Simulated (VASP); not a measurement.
Input:

```
CuZn
1.0
    2.87442     0.00000     0.00000
    0.00000     2.87442     0.00000
    0.00000     0.00000     2.87442
Zn Cu
1 1
Direct
  0.50000   0.50000   0.50000
  0.00000   0.00000   0.00000
```

Calculation: LDA (Ceperley-Alder, Perdew-Zunger), VASP's LDA PAW potentials (set 64) (plane waves; VASP). Numerical set-up: 520 eV cut-off, Gaussian smearing of 0.050 eV, potentials Zn Cu.

Question: Predict the band gap (along the path) with the smallest direct gap where there is one.

Answer: 
| Property | Value |
|---|---|
| band gap (along the path) | none (metal, semimetal or under 0.01 eV) |

The absolute energy has meaning only against runs of the same code, potentials and settings.

The compound is CuZn in the CsCl type structure. It was relaxed first, which changed the volume by -7 %. The electron count is odd and the run is not spin-polarised, which forces a metal.
